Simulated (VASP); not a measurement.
The input files of a VASP run:

### POSCAR
```
BaO
1
    0.0000000000     2.7102710748     2.7102710748
    2.7102710748     0.0000000000     2.7102710748
    2.7102710748     2.7102710748     0.0000000000
Ba O
1 1
Direct
  0.0000000000   0.0000000000   0.0000000000
  0.5000000000   0.5000000000   0.5000000000
```

**INCAR**
```
SYSTEM = BaO
PREC = Accurate
ENCUT = 520
EDIFF = 1E-7
NELM = 100
ALGO = Normal
LREAL = .FALSE.
LASPH = .TRUE.
ISMEAR = 0
SIGMA = 0.05
GGA = PS
LMAXMIX = 4
LWAVE = .FALSE.
LCHARG = .FALSE.
ISIF = 2
```

**KPOINTS**
```
Automatic mesh
0
gamma
 8 8 8
0 0 0
```

POTCAR, in this order: Ba_sv O (PBE.64 set). Program: vasp_std.

Translate this PBEsol calculation to Quantum ESPRESSO's pw.x.

One equivalent input (not run):
```
&CONTROL
  calculation = 'scf'
  pseudo_dir = './pseudo'
  outdir = './out'
  tprnfor = .true.
  tstress = .true.
/
&SYSTEM
  ibrav = 0
  nat = 2
  ntyp = 2
  ecutwfc = 84
  occupations = 'smearing'
  smearing = 'gaussian'
  degauss = 0.003675
  input_dft = 'pbesol'
/
&ELECTRONS
  conv_thr = 7.3e-09
  electron_maxstep = 100
/
ATOMIC_SPECIES
  Ba 137.327 Ba.upf
  O 15.999 O.upf
CELL_PARAMETERS angstrom
     0.0000000    2.7102711    2.7102711
     2.7102711    0.0000000    2.7102711
     2.7102711    2.7102711    0.0000000
ATOMIC_POSITIONS crystal
  Ba   0.0000000  0.0000000  0.0000000
  O    0.5000000  0.5000000  0.5000000
K_POINTS automatic
  8 8 8 0 0 0
```
Limits of the translation: the potentials are each code's own (VASP's PAW set, PseudoDojo norm-conserving files in pw.x), so ENCUT and ecutwfc are chosen apart and not converted; conv_thr bounds pw.x's estimated SCF error, while EDIFF bounds the energy change between steps.

The compound is BaO in the rock salt structure. This cell is one point of a volume scan, at 0.94 of the reference volume.
